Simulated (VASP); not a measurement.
# VPO5: structure and properties in VASP, part 8 of 9

What structure and properties does PBEsol + D3(BJ) + U give VPO5, and how near are they to the measured ones? The start is a computed cell from the Materials Project.

VASP 6.6.1; PBEsol with D3(BJ), DFT+U (V d 4 eV), spin-polarised from a ferromagnetic start; plane waves and PAW (V_sv, P, O).

So far, gap on the k-mesh (eV): step 2 (full relaxation (PBEsol + D3(BJ) + U)) 2.11; step 3 (second relaxation) 2.11; step 6 (density of states (PBEsol + D3(BJ) + U)) 2.12; step 7 (independent-particle dielectric function (PBEsol + D3(BJ) + U)) 2.12.

## (8) Electric field gradients (PBEsol + D3(BJ) + U)

Field gradients probe how far the charge around each nucleus departs from cubic symmetry; LASPH keeps the non-spherical terms inside the spheres.

INCAR

```
SYSTEM = VPO5
PREC = Accurate
ENCUT = 520
EDIFF = 1E-07
NELM = 100
ISMEAR = 0
SIGMA = 0.05
LREAL = .FALSE.
ALGO = Normal
GGA = PS
IVDW = 12
NBANDS = 72
ISPIN = 2
MAGMOM = 2 2 0 0 0 0 0 0 0 0 0 0 0 0
LDAU = .TRUE.
LDAUTYPE = 2
LDAUL = 2 -1 -1
LDAUU = 4 0 0
LDAUJ = 0 0 0
LDAUPRINT = 1
LASPH = .TRUE.
LMAXMIX = 4
LORBIT = 11
LWAVE = .FALSE.
LCHARG = .FALSE.
KPAR = 8
LEFG = .TRUE.
```

POSCAR

```
VPO5
1.0
    3.6170787136     -3.4514216147     -0.0354071261
    3.6170787136      3.4514216147     -0.0354071261
   -3.3394706028      0.0000000000      6.3583339124
V P O
2 2 10
Direct
    0.4828922169      0.9531911590      0.4687110892
    0.9531911590      0.4828922169      0.9687110892
    0.1368702453      0.8718410873      0.7543018399
    0.8718410873      0.1368702453      0.2543018399
    0.1695887649      0.1664609187      0.9307509595
    0.8463306640      0.8270600026      0.5749556278
    0.8270600026      0.8463306640      0.0749556278
    0.1664609187      0.1695887649      0.4307509595
    0.6389388383      0.1667990418      0.3523395969
    0.8507019923      0.3802284933      0.1677590230
    0.3802284933      0.8507019923      0.6677590230
    0.1667990418      0.6389388383      0.8523395969
    0.3425669985      0.6770575770      0.2591818636
    0.6770575770      0.3425669985      0.7591818636
```

KPOINTS

```
Automatic mesh
0
Gamma
6 6 4
0 0 0
```

The projector-augmented-wave data sets are V_sv, P and O (PBE family, release 64).

The run is started by

```console
$ mpirun -np 8 vasp_std
```

What it wrote:

```text
[... set-up lines as in an earlier step ...]
 entering main loop
       N       E                     dE             d eps       ncg     rms          rms(c)
[... 17 cycles as in an earlier step ...]
DAV:  18    -0.106672748803E+03   -0.80001E-06   -0.21386E-06 17120   0.982E-03    0.759E-03
DAV:  19    -0.106672748469E+03    0.33357E-06   -0.86221E-07 14584   0.567E-03    0.257E-03
DAV:  20    -0.106672748448E+03    0.20747E-07   -0.30521E-07 13672   0.292E-03
ion   1
     0.0000000     2.8347495     5.8068510     8.6878049    12.2730233     3.0541272
     0.0000431     2.8347495     5.8068510     8.6878049    12.2730233     3.0541272
     0.0000593     2.8347495     5.8068509     8.6878048    12.2730232     3.0541272
     0.0000817     2.8347495     5.8068509     8.6878048    12.2730231     3.0541272
     0.0001125     2.8347494     5.8068508     8.6878046    12.2730229     3.0541271

     0.0000000    -5.9567291    -0.4814762    19.8009569    24.6120664     7.2950483
     0.0000431    -5.9565841    -0.4812412    19.8010921    24.6122916     7.2951091
     0.0000593    -5.9564985    -0.4810986    19.8011792    24.6124347     7.2951481
     0.0000817    -5.9563575    -0.4808612    19.8013272    24.6126766     7.2952144
     0.0001125    -5.9561265    -0.4804684    19.8015771    24.6130832     7.2953263

ion   2
     0.0000000    -2.8347495    -5.8068510     8.6878049    12.2730233     3.0541272
     0.0000431    -2.8347495    -5.8068510     8.6878049    12.2730233     3.0541272
     0.0000593    -2.8347495    -5.8068509     8.6878048    12.2730232     3.0541272
     0.0000817    -2.8347495    -5.8068509     8.6878048    12.2730231     3.0541272
     0.0001125    -2.8347494    -5.8068508     8.6878046    12.2730229     3.0541271

     0.0000000     5.9567291     0.4814762    19.8009569    24.6120664     7.2950483
     0.0000431     5.9565841     0.4812412    19.8010921    24.6122916     7.2951091
     0.0000593     5.9564985     0.4810986    19.8011792    24.6124347     7.2951481
     0.0000817     5.9563575     0.4808612    19.8013272    24.6126766     7.2952144
     0.0001125     5.9561265     0.4804684    19.8015771    24.6130832     7.2953263

ion   3
     0.0000000    -0.2405235    -0.1840633    -0.2315063    -0.6037385    -0.0178549
     0.0000365    -0.2405235    -0.1840633    -0.2315063    -0.6037385    -0.0178549
     0.0000503    -0.2405235    -0.1840633    -0.2315063    -0.6037385    -0.0178549
     0.0000692    -0.2405235    -0.1840633    -0.2315063    -0.6037385    -0.0178549
     0.0000953    -0.2405235    -0.1840633    -0.2315063    -0.6037385    -0.0178549

     0.0000000     0.0603768     1.1481072    -4.0220456    -9.1243767     2.3563900
     0.0000365     0.0603759     1.1481038    -4.0220364    -9.1243560     2.3563841
     0.0000503     0.0603753     1.1481017    -4.0220307    -9.1243433     2.3563805
     0.0000692     0.0603745     1.1480982    -4.0220213    -9.1243222     2.3563745
     0.0000953     0.0603730     1.1480925    -4.0220057    -9.1242872     2.3563646

ion   4
     0.0000000     0.2405235     0.1840633    -0.2315063    -0.6037385    -0.0178549
     0.0000365     0.2405235     0.1840633    -0.2315063    -0.6037385    -0.0178549
     0.0000503     0.2405235     0.1840633    -0.2315063    -0.6037385    -0.0178549
     0.0000692     0.2405235     0.1840633    -0.2315063    -0.6037385    -0.0178549
     0.0000953     0.2405235     0.1840633    -0.2315063    -0.6037385    -0.0178549

     0.0000000    -0.0603768    -1.1481072    -4.0220456    -9.1243767     2.3563900
     0.0000365    -0.0603759    -1.1481038    -4.0220364    -9.1243560     2.3563841
     0.0000503    -0.0603753    -1.1481017    -4.0220307    -9.1243433     2.3563805
     0.0000692    -0.0603745    -1.1480982    -4.0220213    -9.1243222     2.3563745
     0.0000953    -0.0603730    -1.1480925    -4.0220057    -9.1242872     2.3563646

ion   5
     0.0000000    -7.3653578   -13.5514147    -0.1943990    -5.7567411     7.9049457
     0.0000293    -7.3653577   -13.5514146    -0.1943990    -5.7567411     7.9049457
     0.0000403    -7.3653576   -13.5514145    -0.1943990    -5.7567410     7.9049456
     0.0000555    -7.3653575   -13.5514142    -0.1943990    -5.7567409     7.9049455
     0.0000765    -7.3653573   -13.5514139    -0.1943990    -5.7567407     7.9049453

     0.0000000   -26.0926317   -47.6437799    -1.8830679   -22.0049177    27.7589384
     0.0000293   -26.0926246   -47.6437669    -1.8830673   -22.0049116    27.7589309
     0.0000403   -26.0926199   -47.6437583    -1.8830668   -22.0049074    27.7589258
     0.0000555   -26.0926118   -47.6437435    -1.8830661   -22.0049004    27.7589172
     0.0000765   -26.0925982   -47.6437187    -1.8830649   -22.0048886    27.7589028

ion   6
     0.0000000     7.5504131    13.1031901    -2.0217623    -7.4410355     6.2870690
     0.0000293     7.5504130    13.1031900    -2.0217623    -7.4410355     6.2870689
     0.0000403     7.5504129    13.1031899    -2.0217623    -7.4410354     6.2870689
     0.0000555     7.5504128    13.1031897    -2.0217623    -7.4410353     6.2870688
     0.0000765     7.5504126    13.1031893    -2.0217622    -7.4410351     6.2870686

     0.0000000    27.3025837    47.3030379    -8.2499548   -27.6445839    21.6744074
     0.0000293    27.3025762    47.3030249    -8.2499525   -27.6445762    21.6744015
     0.0000403    27.3025711    47.3030162    -8.2499509   -27.6445711    21.6743976
     0.0000555    27.3025626    47.3030014    -8.2499482   -27.6445623    21.6743909
     0.0000765    27.3025482    47.3029765    -8.2499437   -27.6445476    21.6743797

ion   7
     0.0000000    -7.5504131   -13.1031901    -2.0217623    -7.4410355     6.2870690
     0.0000293    -7.5504130   -13.1031900    -2.0217623    -7.4410355     6.2870689
     0.0000403    -7.5504129   -13.1031899    -2.0217623    -7.4410354     6.2870689
     0.0000555    -7.5504128   -13.1031897    -2.0217623    -7.4410353     6.2870688
     0.0000765    -7.5504126   -13.1031893    -2.0217622    -7.4410351     6.2870686

     0.0000000   -27.3025837   -47.3030379    -8.2499548   -27.6445839    21.6744074
     0.0000293   -27.3025762   -47.3030249    -8.2499525   -27.6445762    21.6744015
     0.0000403   -27.3025711   -47.3030162    -8.2499509   -27.6445711    21.6743976
     0.0000555   -27.3025626   -47.3030014    -8.2499482   -27.6445623    21.6743909
     0.0000765   -27.3025482   -47.3029765    -8.2499437   -27.6445476    21.6743797

ion   8
     0.0000000     7.3653578    13.5514147    -0.1943990    -5.7567411     7.9049457
     0.0000293     7.3653577    13.5514146    -0.1943990    -5.7567411     7.9049457
     0.0000403     7.3653576    13.5514145    -0.1943990    -5.7567410     7.9049456
     0.0000555     7.3653575    13.5514142    -0.1943990    -5.7567409     7.9049455
     0.0000765     7.3653573    13.5514139    -0.1943990    -5.7567407     7.9049453

     0.0000000    26.0926317    47.6437799    -1.8830679   -22.0049177    27.7589384
     0.0000293    26.0926246    47.6437669    -1.8830673   -22.0049116    27.7589309
     0.0000403    26.0926199    47.6437583    -1.8830668   -22.0049074    27.7589258
     0.0000555    26.0926118    47.6437435    -1.8830661   -22.0049004    27.7589172
     0.0000765    26.0925982    47.6437187    -1.8830649   -22.0048886    27.7589028

ion   9
     0.0000000     8.3758128    -5.4436501     6.2786145    13.8516917    -7.1796482
     0.0000293     8.3758127    -5.4436501     6.2786144    13.8516916    -7.1796482
     0.0000403     8.3758126    -5.4436500     6.2786144    13.8516914    -7.1796481
     0.0000555     8.3758125    -5.4436500     6.2786143    13.8516912    -7.1796480
     0.0000765     8.3758122    -5.4436498     6.2786141    13.8516908    -7.1796478

     0.0000000    31.6119803   -20.3666047    21.8442620    47.5814942   -24.5355060
     0.0000293    31.6119715   -20.3665990    21.8442560    47.5814814   -24.5354994
     0.0000403    31.6119656   -20.3665952    21.8442521    47.5814728   -24.5354950
     0.0000555    31.6119555   -20.3665888    21.8442453    47.5814582   -24.5354875
     0.0000765    31.6119386   -20.3665779    21.8442340    47.5814337   -24.5354748

ion  10
     0.0000000   -10.3652452     5.0355402     3.7428572    14.3699914    -5.6953665
     0.0000293   -10.3652451     5.0355402     3.7428571    14.3699912    -5.6953664
     0.0000403   -10.3652450     5.0355401     3.7428571    14.3699911    -5.6953664
     0.0000555   -10.3652448     5.0355400     3.7428570    14.3699909    -5.6953663
     0.0000765   -10.3652445     5.0355399     3.7428569    14.3699905    -5.6953661

     0.0000000   -38.4357835    18.8295187    13.4413063    49.4509669   -19.5533202
     0.0000293   -38.4357728    18.8295135    13.4413026    49.4509536   -19.5533150
     0.0000403   -38.4357657    18.8295100    13.4413002    49.4509446   -19.5533114
     0.0000555   -38.4357535    18.8295040    13.4412960    49.4509295   -19.5533054
     0.0000765   -38.4357331    18.8294940    13.4412889    49.4509039   -19.5532954

ion  11
     0.0000000    10.3652452    -5.0355402     3.7428572    14.3699914    -5.6953665
     0.0000293    10.3652451    -5.0355402     3.7428571    14.3699912    -5.6953664
     0.0000403    10.3652450    -5.0355401     3.7428571    14.3699911    -5.6953664
     0.0000555    10.3652448    -5.0355400     3.7428570    14.3699909    -5.6953663
     0.0000765    10.3652445    -5.0355399     3.7428569    14.3699905    -5.6953661

     0.0000000    38.4357835   -18.8295187    13.4413063    49.4509669   -19.5533202
     0.0000293    38.4357728   -18.8295135    13.4413026    49.4509536   -19.5533150
     0.0000403    38.4357657   -18.8295100    13.4413002    49.4509446   -19.5533114
     0.0000555    38.4357535   -18.8295040    13.4412960    49.4509295   -19.5533054
     0.0000765    38.4357331   -18.8294940    13.4412889    49.4509039   -19.5532954

ion  12
     0.0000000    -8.3758128     5.4436501     6.2786145    13.8516917    -7.1796482
     0.0000293    -8.3758127     5.4436501     6.2786144    13.8516916    -7.1796482
     0.0000403    -8.3758126     5.4436500     6.2786144    13.8516914    -7.1796481
     0.0000555    -8.3758125     5.4436500     6.2786143    13.8516912    -7.1796480
     0.0000765    -8.3758122     5.4436498     6.2786141    13.8516908    -7.1796478

     0.0000000   -31.6119803    20.3666047    21.8442620    47.5814942   -24.5355060
     0.0000293   -31.6119715    20.3665990    21.8442560    47.5814814   -24.5354994
     0.0000403   -31.6119656    20.3665952    21.8442521    47.5814728   -24.5354950
     0.0000555   -31.6119555    20.3665888    21.8442453    47.5814582   -24.5354875
     0.0000765   -31.6119386    20.3665779    21.8442340    47.5814337   -24.5354748

ion  13
     0.0000000     1.3063324     1.7703305     2.1364901     1.6236295     1.1492632
     0.0000293     1.3063324     1.7703305     2.1364901     1.6236295     1.1492632
     0.0000403     1.3063324     1.7703305     2.1364901     1.6236295     1.1492632
     0.0000555     1.3063324     1.7703305     2.1364901     1.6236295     1.1492632
     0.0000765     1.3063324     1.7703305     2.1364901     1.6236295     1.1492632

     0.0000000     3.0148675     3.8283352     2.5831250    -0.5247121     2.2749956
     0.0000293     3.0148668     3.8283344     2.5831248    -0.5247113     2.2749952
     0.0000403     3.0148664     3.8283339     2.5831247    -0.5247108     2.2749949
     0.0000555     3.0148656     3.8283330     2.5831245    -0.5247098     2.2749945
     0.0000765     3.0148644     3.8283315     2.5831242    -0.5247083     2.2749936

ion  14
     0.0000000    -1.3063324    -1.7703305     2.1364901     1.6236295     1.1492632
     0.0000293    -1.3063324    -1.7703305     2.1364901     1.6236295     1.1492632
     0.0000403    -1.3063324    -1.7703305     2.1364901     1.6236295     1.1492632
     0.0000555    -1.3063324    -1.7703305     2.1364901     1.6236295     1.1492632
     0.0000765    -1.3063324    -1.7703305     2.1364901     1.6236295     1.1492632

     0.0000000    -3.0148675    -3.8283352     2.5831250    -0.5247121     2.2749956
     0.0000293    -3.0148668    -3.8283344     2.5831248    -0.5247113     2.2749952
     0.0000403    -3.0148664    -3.8283339     2.5831247    -0.5247108     2.2749949
     0.0000555    -3.0148656    -3.8283330     2.5831245    -0.5247098     2.2749945
     0.0000765    -3.0148644    -3.8283315     2.5831242    -0.5247083     2.2749936

   1 F= -.10849966E+03 E0= -.10849966E+03  d E =-.254287E-32  mag=     0.0000
```

The job ended after 2.7 min (8 MPI ranks of AMD EPYC 9R14 (Zen 4), shared host; peak memory 6.7 GiB).

(Continued in part 9 of 9.)

[Lines on the potential files, build, host, timing and source positions are cut from VASP's logs without a mark.]

[Logs are printed without paths, hosts, clocks, repeated set-up lines and the standing remarks that a program may print on its own settings, such as how far it seeks lower states.]

[Hosts, paths, dates, database ids (printed as entryN), source tags and the programs' standing remarks are cut or masked in the printed files.]

[A measured line is paired with the nearest computed mode of its activity, which favours agreement.]
